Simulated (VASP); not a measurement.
# A VASP study of Iridium (PBEsol): structure first, properties next, part 3 of 3

How well does PBEsol reproduce what experiment finds for Iridium? The cell is relaxed first, and properties follow on it. Left out of this account: at least 2 further runs (phonons: it ended without a result to show; relaxation: not told here). The start is a cell from a database of measured crystal structures.

VASP 6.6.1; PBEsol; plane waves and PAW (Ir).

Still holding for the runs below: This run has no spin polarisation. Its electron count is odd, so without a moment it is a metal by construction.

So far. Step 3 (Single point with fields (PBEsol)): In this run the pressure is 0.01 GPa, small enough to go on; single stress components reach 0.01 GPa. Step 4 (Bands along the symmetry lines (PBEsol)): There is no gap at this level. The relaxed cell has a = 3.834 Å (conventional setting).

The database entry behind the starting cell differs from later determinations by our own check (0.1 to 0.3 % short, probably kX units), so it need not match the best structure at ambient conditions.

## Step 5: Total and projected DOS (PBEsol) (continued)

The density of states has structure finer than the step of the table below, so its rows give means over 1 eV, whole bins alone (the curve runs from -12.0 to 7.91 eV). Peaks (eV: height): total -7.0: 1.27, -3.4: 2.20, -1.7: 1.45, 0.8: 1.69; Ir d -6.9: 0.914, -3.4: 1.88, -1.7: 1.25, 0.8: 1.59; Ir p -6.3: 0.0859, -5.5: 0.130, -3.7: 0.179, -2.9: 0.131; Ir s -7.5: 0.242, -4.1: 0.0499, 6.2: 0.0729, 7.2: 0.168.

States under -12.0 eV and over 7.9 eV are left out. Table of density of states by energy, zero at the Fermi level; means over each step; values in states/eV/cell:

```tsv
energy (eV)	total	Ir d	Ir p	Ir s
-11	0.0208	3.2e-5	6.7e-4	0.0173
-10	0.0711	0.00165	0.00549	0.0545
-9	0.131	0.0124	0.0153	0.0865
-8	0.497	0.227	0.0401	0.182
-7	1.15	0.803	0.0727	0.179
-6	0.950	0.757	0.0834	0.0398
-5	1.11	0.900	0.106	0.0183
-4	1.52	1.23	0.159	0.0389
-3	1.18	0.967	0.120	0.0244
-2	1.08	0.920	0.0829	0.0154
-1	0.895	0.794	0.0470	0.00995
0	0.943	0.869	0.0309	0.00746
1	1.14	1.06	0.0337	0.0130
2	0.271	0.199	0.0425	0.0174
3	0.274	0.171	0.0629	0.0257
4	0.269	0.141	0.0757	0.0353
5	0.246	0.105	0.0761	0.0439
6	0.217	0.0756	0.0657	0.0539
7	0.263	0.0886	0.0474	0.0997
```

The finer mesh and the other smearing move the Fermi level by -0.09 eV from the 10×10×10 run, one measure of the sampling error in the zero of the bands above. Of the states within 0.3 eV of the Fermi level, the largest shares in the PAW spheres are Ir d 92 %. The rest lies in smaller channels or between the spheres.

## Step 6: Field gradients at the nuclei (PBEsol)

Field gradients probe how far the charge around each nucleus departs from cubic symmetry; LASPH keeps the non-spherical terms inside the spheres.

File INCAR:

```
SYSTEM = Ir
PREC = Accurate
ENCUT = 400
EDIFF = 1E-07
NELM = 100
ISMEAR = 1
SIGMA = 0.2
LREAL = .FALSE.
ALGO = Normal
GGA = PS
NBANDS = 10
LASPH = .TRUE.
LORBIT = 11
LWAVE = .FALSE.
LCHARG = .FALSE.
KPAR = 2
LEFG = .TRUE.
```

File POSCAR:

```
Ir
1.0
    0.0000000000      1.9168492043      1.9168492043
    1.9168492043      0.0000000000      1.9168492043
    1.9168492043      1.9168492043      0.0000000000
Ir
1
Direct
    0.0000000000      0.0000000000      0.0000000000
```

File KPOINTS:

```
Automatic mesh
0
Gamma
10 10 10
0 0 0
```

Potentials, in the order of the species: Ir (PBE family, release 64).

Run with:

```
$ mpirun -np 2 vasp_std
```

The program printed:

```text
[... set-up lines as in an earlier step ...]
 entering main loop
       N       E                     dE             d eps       ncg     rms          rms(c)
DAV:   1     0.390269897728E+02    0.39027E+02   -0.37391E+03   996   0.659E+02
DAV:   2    -0.970993867185E+01   -0.48737E+02   -0.46164E+02   992   0.181E+02
DAV:   3    -0.104463273815E+02   -0.73639E+00   -0.73550E+00  1098   0.263E+01
DAV:   4    -0.104527143155E+02   -0.63869E-02   -0.63864E-02  1068   0.230E+00
DAV:   5    -0.104528291983E+02   -0.11488E-03   -0.11488E-03  1072   0.288E-01    0.159E+01
DAV:   6    -0.992814560799E+01    0.52468E+00   -0.91451E-01  1038   0.114E+01    0.630E+00
DAV:   7    -0.983106489006E+01    0.97081E-01   -0.28747E-01  1100   0.586E+00    0.143E+00
DAV:   8    -0.982869328972E+01    0.23716E-02   -0.20873E-03  1006   0.451E-01    0.114E+00
DAV:   9    -0.982395203262E+01    0.47413E-02   -0.23764E-03  1024   0.685E-01    0.299E-02
DAV:  10    -0.982394162472E+01    0.10408E-04   -0.15491E-05  1328   0.418E-02    0.217E-02
DAV:  11    -0.982394327159E+01   -0.16469E-05   -0.11582E-06  1044   0.666E-03    0.179E-03
DAV:  12    -0.982394327555E+01   -0.39569E-08   -0.18171E-08   606   0.125E-03
ion   1
     0.0000000     0.0000000    -0.0000000     0.0000000    -0.0000000     0.0000000
     0.0000671     0.0000000    -0.0000000     0.0000000    -0.0000000     0.0000000
     0.0000924     0.0000000    -0.0000000     0.0000000    -0.0000000     0.0000000
     0.0001272     0.0000000    -0.0000000     0.0000000    -0.0000000     0.0000000
     0.0001752     0.0000000    -0.0000000     0.0000000    -0.0000000     0.0000000

     0.0000000     0.0000000    -0.0000000     0.0000000    -0.0000000     0.0000000
     0.0000671     0.0000000    -0.0000000     0.0000000    -0.0000000     0.0000000
     0.0000924     0.0000000    -0.0000000     0.0000000    -0.0000000     0.0000000
     0.0001272     0.0000000    -0.0000000     0.0000000    -0.0000000     0.0000000
     0.0001752     0.0000000    -0.0000000     0.0000000    -0.0000000     0.0000000

   1 F= -.98239433E+01 E0= -.98236453E+01  d E =-.893855E-03
```

The job ended after 2.2 s (2 MPI ranks of Intel Xeon 6975P-C (Granite Rapids), shared host; peak memory 0.21 GiB).

Parts of OUTCAR (step 6):

```text
   NELECT =       9.0000    total number of electrons

 E-fermi :  10.4054

  Total        0.0012073      0.0012073      0.0012073     -0.0000000     -0.0000000      0.0000000
  in kB        0.1373171      0.1373171      0.1373171     -0.0000000     -0.0000000      0.0000000
  external PRESSURE =       0.1373171 kB  Pullay stress =       0.0000000 kB

 POSITION                                       TOTAL-FORCE (eV/Angst)
 -----------------------------------------------------------------------------------
      0.00000      0.00000      0.00000         0.000000      0.000000      0.000000
 -----------------------------------------------------------------------------------
    total drift:                               -0.000000      0.000000     -0.000000

  FREE ENERGIE OF THE ION-ELECTRON SYSTEM (eV)
  ---------------------------------------------------
  free  energy   TOTEN  =        -9.8239432756 eV

  energy  without entropy=       -9.8230494201  energy(sigma->0) =       -9.82364532

 Electric field gradients after diagonalization (V/A^2)
 (convention: |V_zz| > |V_xx| > |V_yy|)
----------------------------------------------------------------------
 ion       V_xx      V_yy      V_zz     asymmetry (V_yy - V_xx)/ V_zz
----------------------------------------------------------------------
   1      -0.000    -0.000     0.000       0.000
----------------------------------------------------------------------

[... 16 parts as in an earlier step ...]

[... 2 further parts left out ...]
```

Numbers from this step:

| Item | Value |
| --- | --- |
| bands | 10 |
| irreducible k-points | 47 |
| free energy (TOTEN) | -9.824 eV |
| Fermi energy | 10.41 eV |
| pressure | 0.01373 GPa |

Electric field gradients, by row:

```tsv
atom	Vxx (V/Å²)	Vyy (V/Å²)	Vzz (V/Å²)	asymmetry
Ir1	0	0	0	-
```

All gradients vanish within the noise.

The run ends at a pressure of 0.01 GPa.

## Step 7: Results

| Item | Value |
| --- | --- |
| relaxed volume | 14.09 Å³/atom |
| relaxed conventional cell a, b, c | 3.834, 3.834, 3.834 Å |
| space group after relaxing, within 0.02 Å | Fm-3m (No. 225) |
| band gap | none, a metal |
| DOS at the Fermi level | 0.880 states/eV/cell |
| largest field gradient Vzz | zero within the noise on all sites |

In words: With PBEsol, Iridium relaxes to 14.09 Å³/atom in space group Fm-3m (held by the symmetry of the run) and comes out as a metal. Against the listed cell the volume lies +0.2 %. Bands along the symmetry lines (PBEsol): Of the bands kept, 4 cross the Fermi level on this path. Spin-orbit coupling is left out, and with elements this heavy it would split and shift bands near the Fermi level. The k-sampling is coarse for a metal, so the Fermi level, pressures and the shape of the cell carry errors. No search among competing phases was made. All values are for a static lattice at zero temperature.

Comparison with the measured values:

```
              quantity  measured          PBEsol
lattice constant a (Å)     3.838  3.834 (-0.1 %)
```

Measured values from arxiv:2108.03692 (2021).

How well it matches: The lattice constant a is off by -0.1 %: good agreement. The grades are ours: good and fair within 0.7 and 1.5 % for the lattice constant a. For lattice constants the calculation has a static lattice, without zero-point motion or thermal expansion.

[Lines on the potential files, build, host, timing and source positions are cut from VASP's logs without a mark.]

[Logs are printed without paths, hosts, clocks, repeated set-up lines and the standing remarks that a program may print on its own settings, such as how far it seeks lower states.]

[Hosts, paths, dates, database ids (printed as entryN), source tags and the programs' standing remarks are cut or masked in the printed files.]

[A measured line is paired with the nearest computed mode of its activity, which favours agreement.]

[In band tables of VASP the shares of atoms and orbitals are scaled to a sum of 1 inside the atoms' spheres.]
